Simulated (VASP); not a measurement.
Cu:

```
CELL_PARAMETERS angstrom
0.00000 1.82500 1.82500
1.82500 0.00000 1.82500
1.82500 1.82500 0.00000
ATOMIC_POSITIONS crystal
Cu 0.00000 0.00000 0.00000
```

```yaml
Program: VASP 6.6.1
Task: relaxation of cell and atoms
Functional: r2SCAN
Potentials_or_basis: VASP PAW PBE potentials, release 64 (Cu)
Cutoff: 600 eV
k_mesh: 20 × 20 × 20
Occupations: gaussian, width 0.1 eV
Spin: no spin polarisation
```

At the start: pressure -7.9 GPa; volume 12.16 Å³/atom.

Where does the relaxation end?

Over 5 steps the energy falls by 17.4 meV/atom and the volume is 11.48 Å³/atom (-5.5 %); space group Fm-3m (No. 225, to 0.05 Å).

The path:
```csv
step,energy change (eV),largest force (eV/Å),pressure (GPa),volume (Å³)
1,0.0000,0.0000,-7.87,12.16
2,-0.0118,0.0000,5.16,11.14
3,-0.0174,0.0000,-0.21,11.49
4,-0.0174,0.0000,0.11,11.47
5,-0.0174,0.0000,-0.07,11.48
```

Final structure:
```
CELL_PARAMETERS angstrom
0.00000 1.79073 1.79073
1.79073 0.00000 1.79073
1.79073 1.79073 0.00000
ATOMIC_POSITIONS crystal
Cu 0.00000 0.00000 0.00000
```

Caveat: the PAW data sets were made with another functional, which shifts forces and pressure a little.
